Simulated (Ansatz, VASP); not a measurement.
## Cross-check of C (amorphous carbon) between VASP and Ansatz

Wanted: the spread between two codes on one cell, functional and k mesh. The cell is taken from a series of runs on this material, whose earlier steps may have relaxed, scaled, displaced or heated it; both programs get it as it stands.

Calculated with Ansatz 0.2.0; plane waves, with VASP 6.6.1 beside it; single point at PBE.

## (1) The starting structure

The cell holds 208 atoms: 208 C. Its edges and angles: a = 11.642 Å, b = 11.642 Å, c = 11.642 Å, α = 90.0°, β = 90.0°, γ = 90.0°. As first built, before any earlier steps moved the atoms (in the runner's words): 208 atoms (208 C) placed at random at 2.63 g/cm^3, melted at 6000 K for 10 ps at fixed volume with the Erhart-Albe potential (Erhart and Albe, Phys. Rev. B 71, 035211 (2005)). Quenched from 6000 K to 700 K at 200 K/ps and fixed volume, held 5 ps.

## (2) VASP: single point, PBE

A single point gives forces, pressure and levels at one fixed geometry, so differences don't come from the geometry; what else differs is listed under the comparison.

Lines of VASP's logs that name or quote its potential files are left out, and so is its time.

Input file INCAR:

```
SYSTEM = C
PREC = Accurate
ENCUT = 600
EDIFF = 1E-06
NELM = 120
ISMEAR = -1
SIGMA = 0.025
LREAL = Auto
ALGO = Normal
GGA = PE
NBANDS = 561
LORBIT = 11
LWAVE = .FALSE.
LCHARG = .FALSE.
ISIF = 2
LASPH = .TRUE.
GGA_COMPAT = .FALSE.
```

Input file POSCAR:

```
C
1.0
   11.6422000000      0.0000000000      0.0000000000
    0.0000000000     11.6422000000      0.0000000000
    0.0000000000      0.0000000000     11.6422000000
C
208
Direct
    0.0336300000      0.8329800000      0.1620000000
    0.3563200000      0.1424300000      0.0088100000
    0.3391100000      0.2168800000      0.6773700000
    0.9332100000      0.0830600000      0.2996000000
    0.1489000000      0.8741900000      0.1730000000
    0.8075800000      0.7795300000      0.7515300000
    0.7579400000      0.3760400000      0.1422500000
    0.8529300000      0.3429200000      0.4009900000
    0.8595000000      0.9963900000      0.5355300000
    0.9565000000      0.4212300000      0.5372200000
    0.6595400000      0.0451200000      0.9503000000
    0.1706600000      0.2901900000      0.0689400000
    0.6138700000      0.4029800000      0.7985200000
    0.3988800000      0.8883000000      0.4384200000
    0.3844600000      0.8467500000      0.6714700000
    0.1916300000      0.6259600000      0.4915400000
    0.0714000000      0.8253200000      0.4413200000
    0.1232600000      0.8565100000      0.5541800000
    0.0664700000      0.9211000000      0.3566800000
    0.4086100000      0.4201400000      0.7448100000
    0.5544500000      0.3525000000      0.0595100000
    0.5314500000      0.1690300000      0.5987900000
    0.5488000000      0.5190300000      0.3866300000
    0.3130800000      0.2046300000      0.4582700000
    0.6733600000      0.8177300000      0.5692200000
    0.5887200000      0.6368300000      0.4073500000
    0.5213000000      0.1091600000      0.7051800000
    0.7178900000      0.6542300000      0.3948100000
    0.1224400000      0.8111500000      0.7647200000
    0.8427100000      0.6931700000      0.0119600000
[... 172 atom lines left out ...]
    0.0496900000      0.1241500000      0.1138800000
    0.3041800000      0.0253300000      0.8234500000
    0.1366800000      0.5303700000      0.3036400000
    0.9539300000      0.6396700000      0.5082800000
    0.4717600000      0.5559700000      0.8792700000
    0.3185400000      0.5045100000      0.7096500000
```

Input file KPOINTS:

```
Automatic mesh
0
Gamma
1 1 1
0 0 0
```

Potentials, in the order of the species: C (PBE family, release 64).

Command:

```
$ export OMP_NUM_THREADS=3
$ mpirun -np 1 vasp_gam
```

Numbers of over 12 decimals in the logs are rounded to 6 here.

The log of the run:

```text
[banner, memory and clock lines left out]
running    1 mpi-ranks, on    1 nodes
[...]
Offloading initialized ...    1 GPUs detected
[...]
LDA part: xc-table for (Slater+PW92), standard interpolation
 POSCAR, INCAR and KPOINTS ok, starting setup
[...]
entering main loop
       N       E                     dE             d eps       ncg     rms          rms(c)
DAV:   1     0.603261905655E+04    0.60326E+04   -0.53540E+05  1122   0.168E+03
DAV:   2    -0.118153238640E+04   -0.72142E+04   -0.67789E+04  1435   0.356E+02
DAV:   3    -0.175798298971E+04   -0.57645E+03   -0.55195E+03  1340   0.961E+01
DAV:   4    -0.177574728981E+04   -0.17764E+02   -0.17546E+02  1340   0.176E+01
[...]
DAV:  20    -0.170193732847E+04   -0.47688E-05   -0.39859E-05  1260   0.993E-03    0.126E-02
DAV:  21    -0.170193732949E+04   -0.10190E-05   -0.10296E-05  1244   0.506E-03    0.769E-03
DAV:  22    -0.170193732980E+04   -0.30849E-06   -0.33070E-06   884   0.299E-03
   1 F= -.17019373E+04 E0= -.17018741E+04  d E =-.126457E+00
```

From OUTCAR (step 2):

```text
  FREE ENERGIE OF THE ION-ELECTRON SYSTEM (eV)
  ---------------------------------------------------
  free  energy   TOTEN  =     -1701.9373297959 eV

  energy  without entropy=    -1701.8108731665  energy(sigma->0) =    -1701.87410148
```

The run ends at a pressure of -10.56 GPa, with forces up to 7.1 eV/Å.

## (3) Ansatz: single point, PBE

Ansatz runs on its default PAW (the set named soft_2) files.

The same cell, functional, mesh and smearing now go to Ansatz, which takes its cutoff from its data sets.

Input file input.yaml:

```yaml
crystal:
  lattice:
    - [11.6422, 0.0, 0.0]
    - [0.0, 11.6422, 0.0]
    - [0.0, 0.0, 11.6422]
  atoms:
    - { symbol: C, position: [0.03363, 0.83298, 0.162] }
    - { symbol: C, position: [0.35632, 0.14243, 0.00881] }
    - { symbol: C, position: [0.33911, 0.21688, 0.67737] }
    - { symbol: C, position: [0.93321, 0.08306, 0.2996] }
    - { symbol: C, position: [0.1489, 0.87419, 0.173] }
    - { symbol: C, position: [0.80758, 0.77953, 0.75153] }
    - { symbol: C, position: [0.75794, 0.37604, 0.14225] }
    - { symbol: C, position: [0.85293, 0.34292, 0.40099] }
    - { symbol: C, position: [0.8595, 0.99639, 0.53553] }
    - { symbol: C, position: [0.9565, 0.42123, 0.53722] }
    - { symbol: C, position: [0.65954, 0.04512, 0.9503] }
    - { symbol: C, position: [0.17066, 0.29019, 0.06894] }
    - { symbol: C, position: [0.61387, 0.40298, 0.79852] }
    - { symbol: C, position: [0.39888, 0.8883, 0.43842] }
    - { symbol: C, position: [0.38446, 0.84675, 0.67147] }
    - { symbol: C, position: [0.19163, 0.62596, 0.49154] }
    - { symbol: C, position: [0.0714, 0.82532, 0.44132] }
    - { symbol: C, position: [0.12326, 0.85651, 0.55418] }
    - { symbol: C, position: [0.06647, 0.9211, 0.35668] }
    - { symbol: C, position: [0.40861, 0.42014, 0.74481] }
    - { symbol: C, position: [0.55445, 0.3525, 0.05951] }
    - { symbol: C, position: [0.53145, 0.16903, 0.59879] }
    - { symbol: C, position: [0.5488, 0.51903, 0.38663] }
    - { symbol: C, position: [0.31308, 0.20463, 0.45827] }
    - { symbol: C, position: [0.67336, 0.81773, 0.56922] }
    - { symbol: C, position: [0.58872, 0.63683, 0.40735] }
    - { symbol: C, position: [0.5213, 0.10916, 0.70518] }
    - { symbol: C, position: [0.71789, 0.65423, 0.39481] }
    - { symbol: C, position: [0.12244, 0.81115, 0.76472] }
    - { symbol: C, position: [0.84271, 0.69317, 0.01196] }
[... 172 atom lines left out ...]
    - { symbol: C, position: [0.04969, 0.12415, 0.11388] }
    - { symbol: C, position: [0.30418, 0.02533, 0.82345] }
    - { symbol: C, position: [0.13668, 0.53037, 0.30364] }
    - { symbol: C, position: [0.95393, 0.63967, 0.50828] }
    - { symbol: C, position: [0.47176, 0.55597, 0.87927] }
    - { symbol: C, position: [0.31854, 0.50451, 0.70965] }
kpoints:
  mp_grid: { grid: [1, 1, 1] }
hamiltonian:
  xc: pbe
scf:
  occupations: { method: fermi_dirac, width: 0.025 }
output:
  forces: true
  stress: true
  populations: intrinsic
  dos:
    method: { smearing: { sigma: 0.08 } }
    de: 0.1
    projected: { site_lists: { C: [C] } }
  eigenvalues: true
  write_density: true
  write_potential: true
  volumetric_format: npy
  elf: true
```

Command:

```
$ ansatz run input.yaml --threads 8 --pin off --max-ram 15872MiB --backend cpu --events-out ev --progress --plain --runs-dir out
```

The log of the run:

```text
Engine: ansatz 0.2.0, x86_64-unknown-linux-gnu
Pseudopotentials: kind: paw
Pseudopotential: C, paw, valence charge 4, recommended cutoff 420 eV (normal), C.paw.azcp
Functional definition: PBE
  parameter kappa = 0.804
  parameter beta = 0.066725
  exchange = pbe_x(kappa = kappa, mu = beta*pi^2/3)
  correlation = pbe_c(beta = beta)
Crystal: 208 atoms, lattice volume = 1577.993 Å³
Basis set: ecut = 420 eV, 31031 PW (Γ), exchange–correlation on 160×160×160 points (8 copies of the dense FFT grid, shifted against one another)
Bands: 624, of which v1, the nominal top of the filled ones, is band 416 counted from 1 (415 counted from 0)
Symmetry: 1 space group operations
Space group: P1 (ITA 1), of the structure as read, at distance tolerance 1.2e-4 Å
k-points: 1
Non-local potential: C, projectors of the file, l = 0: 2, l = 1: 2, l = 2: 1
PAW form: soft (Blöchl's): semilocal exchange-correlation on the pseudo side does not see the compensation charge
PAW one-centre angular grid: C, 110 points (default); XC on 64 Gauss nodes
Initial density: superposition of atomic densities (neutral atoms: chi_scale 0, normalization atom), corrected by the library's trained network
Initial wavefunctions: pseudopotential atomic-orbital guess
Functional: x = pbe(κ = 0.804, μ = 0.219515), c = pbe(β = 0.066725)
SCF iter   1: F=—  HF=-51979.037301 eV  |F-HF|=—  |Δ(HF+E_count)|=         —  Δρ=1.56e-2  dr2=7.18e0  ethr=1.77e-3  ⟨swp⟩=6.0  Hψ=2509  notcnv=0  defer=173
preconditioner: auto → Kerker (q_TF=auto, 2.452 Å⁻¹)  [metal: Δε(μ)=0.017 eV  Ē_g=14.141 eV  σ=0.025 eV  W_gap=0.17  n_scr=388 (ndim 8)  ℏωp=27.0 eV  f_vac=0.004  D(μ)=58.12/eV (n_scr^D=460)]
SCF iter   2: F=—  HF=-51978.448439 eV  |F-HF|=—  |Δ(HF+E_count)|=   5.89e-1  Δρ=8.10e-3  dr2=2.66e0  ethr=8.63e-4  ⟨swp⟩=1.0  Hψ=718  notcnv=0  defer=173
SCF iter   3: F=—  HF=-51978.125683 eV  |F-HF|=—  |Δ(HF+E_count)|=   3.23e-1  Δρ=1.80e-3  dr2=1.66e-1  ethr=3.20e-4  ⟨swp⟩=3.0  Hψ=741  notcnv=0  defer=178
SCF iter   4: F=—  HF=-51978.107474 eV  |F-HF|=—  |Δ(HF+E_count)|=   1.82e-2  Δρ=6.30e-4  dr2=2.36e-2  ethr=1.99e-5  ⟨swp⟩=3.0  Hψ=761  notcnv=0  defer=178
SCF iter   5: F=—  HF=-51978.106143 eV  |F-HF|=—  |Δ(HF+E_count)|=   1.33e-3  Δρ=2.95e-4  dr2=3.51e-3  ethr=2.83e-6  ⟨swp⟩=2.0  Hψ=497  notcnv=0  defer=178
SCF iter   6: F=—  HF=-51978.106143 eV  |F-HF|=—  |Δ(HF+E_count)|=   9.06e-7  Δρ=1.14e-4  dr2=5.08e-4  ethr=4.22e-7  ⟨swp⟩=3.0  Hψ=854  notcnv=0  defer=178
SCF iter   7: F=—  HF=-51978.106189 eV  |F-HF|=—  |Δ(HF+E_count)|=   4.68e-5  Δρ=3.24e-5  dr2=5.38e-5  ethr=6.11e-8  ⟨swp⟩=3.0  Hψ=657  notcnv=0  defer=178
SCF iter   8: F=—  HF=-51978.106269 eV  |F-HF|=—  |Δ(HF+E_count)|=   7.96e-5  Δρ=1.28e-5  dr2=8.39e-6  ethr=6.47e-9  ⟨swp⟩=3.0  Hψ=1036  notcnv=0  defer=178
SCF iter   9: F=—  HF=-51978.106270 eV  |F-HF|=—  |Δ(HF+E_count)|=   6.70e-7  Δρ=5.78e-6  dr2=1.27e-6  ethr=1.01e-9  ⟨swp⟩=2.0  Hψ=525  notcnv=0  defer=178
SCF iter  10: F=—  HF=-51978.106270 eV  |F-HF|=—  |Δ(HF+E_count)|=   1.15e-7  Δρ=2.59e-6  dr2=2.22e-7  ethr=1.53e-10  ⟨swp⟩=3.0  Hψ=839  notcnv=0  defer=178
SCF iter  11: F=-51978.106270 eV  HF=-51978.106270 eV  |F-HF|=1.18e-8  |Δ(HF+E_count)|=   2.08e-8  Δρ=8.82e-7  dr2=3.20e-8  ethr=1.20e-11  ⟨swp⟩=19.0  Hψ=5107  notcnv=0
SCF 1 converged in 11 iterations: F = -51978.106270 eV  dr2 = 3.20e-8
  greatest PAW one-centre occupation: 0.690 electrons in one spin orbital (limit 2), on the C atom at site 191 (counted from 0), in its partial waves of l = 0
SCF converged after 11 iterations
Free energy (F): -51978.106270 eV
Harris-Foulkes:  -51978.106270 eV  (|F-HF|=1.18e-8)
Internal energy: -51977.979786 eV  (E = F + TS)
E sigma→0 (E₀):  -51978.043028 eV
Entropy (-TS):   -0.126483 eV (-0.608 meV/atom)
Fermi energy:    9.046346 eV
--- Per-component energies (eV) ---
  E_band       = 253.261716
  E_kinetic    = 18479.304659
  E_local      = -22662.840159  (includes V_loc(G=0)·N_el)
  E_nonlocal   = 5585.353943
  E_hartree    = 6204.630583
  E_xc         = -9878.048527
  E_vxc        = -12233.849655  (∫ρ·V_xc dr)
  E_paw        = -20590.205687  (= ΣΔE_a)
  E_vpaw       = -1323.970862  (= ΣTr[D̂ρ^β])
  E_aug_tail   = 0.001489  (compensation charges beyond the density's cutoff)
  E_ewald      = -29116.176088
  E_smearing   = -0.126483  (= −TS)
  E_closure    = -0.000000  (closes the sum)
  Σ components = -51978.106270   (vs F -51978.106270, Δ=0.00e0)
--- Forces (eV/Å), atoms counted from 1 ---
  atom   1  C     -0.95746042     0.37941420    -1.60749371
  atom   2  C      0.78466867    -0.37193977    -0.28327578
  atom   3  C      1.16072757     1.53428776    -1.84056578
  atom   4  C     -0.93638729    -2.39109936    -0.44675581
  atom   5  C      0.42358375     2.29860691     2.55681221
  atom   6  C     -2.19411176    -1.97044797     3.24817432
  atom   7  C     -0.10080965     1.18015405    -3.37799963
  atom   8  C     -0.61088436     1.27499740    -3.67904006
[...]
--- intrinsic populations: 208 sites ---
  site symbol       q [e]
     0      C      4.0161
     1      C      3.9641
     2      C      3.9814
     3      C      4.0194
     4      C      3.9764
     5      C      4.0268
     6      C      4.0335
     7      C      3.9947
     8      C      4.0045
     9      C      3.9745
    10      C      4.0772
    11      C      3.9355
    12      C      4.0229
    13      C      3.9860
    14      C      3.9689
    15      C      3.9932
    16      C      3.9900
    17      C      4.0268
    18      C      3.9755
    19      C      3.9617
    20      C      4.0405
    21      C      3.9753
    22      C      3.9790
    23      C      3.9771
[...]
200      C      4.0359
   201      C      3.9757
   202      C      3.9761
   203      C      4.0381
   204      C      3.9979
   205      C      4.0005
   206      C      4.0148
   207      C      3.9888
  spilling = 0.000000 (of n_electrons = 832.000000)
```

In the SCF lines HF is the Harris–Foulkes energy and dr2 the Hartree energy of the density residual, in eV; the loop may stop once dr2 is under the threshold and the program's other checks hold. Hψ counts applications of the Hamiltonian.

## (4) Comparison

Known differences besides the potentials themselves: the cutoff is 420 eV in Ansatz and 600 eV in VASP (PREC = Accurate, projectors in real space). Total energies have different zeros and are not compared.

The two programs side by side:

```
      quantity  Ansatz    VASP  difference
pressure (GPa)  -10.54  -10.56       +0.02
```

Forces on 10 of the 208 atoms, those with the largest forces and the largest differences (eV/Å; atoms numbered as in POSCAR):

```
atom         Ansatz x, y, z           VASP x, y, z
 C32  3.147, -2.092, -3.073  3.154, -2.106, -3.069
 C34  0.826, -7.035, -0.245  0.810, -7.055, -0.233
 C46   3.379, -0.555, 0.250   3.410, -0.537, 0.226
 C78    2.012, 1.175, 4.585    2.028, 1.193, 4.581
 C89    0.720, 0.794, 1.904    0.748, 0.825, 1.908
C126  -0.136, -5.392, 2.133  -0.143, -5.409, 2.151
C133  4.566, -1.197, -1.278  4.579, -1.220, -1.280
C157    0.894, 1.357, 6.604    0.874, 1.353, 6.632
C162   0.494, 4.585, -2.824   0.503, 4.585, -2.819
C186    1.091, 1.634, 1.720    1.078, 1.586, 1.722
```

The forces differ by 14 meV/Å r.m.s., which is 0.9 % of the r.m.s. force of 1.572 eV/Å (both taken over all components).

## (5) Summary of results

| Item | Value |
| --- | --- |
| r.m.s. force difference (single point, PBE) | 0.87 % of the r.m.s. force |

In words: The r.m.s. force difference is 0.87 % of the r.m.s. force (single point, PBE), within the 3 % picked in this series as the mark of a large difference. How closely two codes agree says nothing of how well the functional describes the real material.

[Lines on the potential files, build, host, timing and source positions are cut from VASP's logs without a mark.]

[Logs are printed without paths, hosts, clocks, repeated set-up lines and the standing remarks that a program may print on its own settings, such as how far it seeks lower states.]

[Hosts, paths, dates, database ids (printed as entryN), source tags and the programs' standing remarks are cut or masked in the printed files.]
